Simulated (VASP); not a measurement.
An input for Ansatz (written as the equivalent of a VASP run, and not itself run):

Ansatz 0.2 input:
```yaml
crystal:
  lattice:
    - [1.8471770, -3.1994046, 0.0000000]
    - [1.8471770, 3.1994046, 0.0000000]
    - [0.0000000, 0.0000000, 12.0025139]
  atoms:
    - { symbol: La, position: [0.0000000, 0.0000000, 0.5000000] }
    - { symbol: La, position: [0.0000000, 0.0000000, 0.0000000] }
    - { symbol: La, position: [0.3333330, 0.6666670, 0.2500000] }
    - { symbol: La, position: [0.6666670, 0.3333330, 0.7500000] }
kpoints:
  mp_grid: { grid: [9, 9, 3] }
hamiltonian:
  xc: pbe
  dispersion: d4
  pseudopotentials: { kind: paw }
scf:
  occupations: { method: methfessel_paxton, width: 0.1 }
  max_iter: 100
relax:
  max_steps: 60
  f_tol: 0.02
  cell: {}
output: { forces: true, stress: true, eigenvalues: true }
```

### Question
Write the VASP files for the same calculation (PBE-D4).

### Answer
One answer among several that fit: 
INCAR:
```
# general
SYSTEM  = La
PREC    = Accurate
ENCUT   = 520   # plane-wave cut-off (eV)
LREAL   = .False.
LASPH   = .True.

# electronic loop
EDIFF   = 1E-6
NELM    = 100
ALGO    = Normal   # blocked Davidson
LMAXMIX = 6   # l cut-off of mixed one-centre charges

# smearing
ISMEAR  = 1   # Methfessel-Paxton
SIGMA   = 0.1

# functional
GGA     = PE
IVDW    = 13   # D4

# ions
IBRION  = 2   # conjugate gradients
NSW     = 60
ISIF    = 3
EDIFFG  = -0.02   # ionic stop

# output
LWAVE   = .False.
LCHARG  = .False.
```

### POSCAR
```
La
1.0
  1.8471769729  -3.1994045817   0.0000000000
  1.8471769729   3.1994045817   0.0000000000
  0.0000000000   0.0000000000  12.0025138874
La
4
Cartesian
  0.0000000000   0.0000000000   6.0012569437
  0.0000000000   0.0000000000   0.0000000000
  1.8471769729   1.0664703268   3.0006284718
  1.8471769729  -1.0664703268   9.0018854155
```

File KPOINTS:
```
Automatic
0
Gamma
9 9 3
```

POTCAR, in this order: La (PBE.64 set). Program: vasp_std.

What does not carry over: each code has its own PAW files, so the cut-off isn't converted (ENCUT is set for VASP's; basis.ecutwfc is left out, and Ansatz then takes the one that its files recommend); Ansatz stops its SCF on the density residual and VASP on the energy change (EDIFF).

The compound is La in the dhcp structure. This run relaxes it. Symmetry was kept, so distortions that lower it aren't found. The start is the result of an earlier pass.
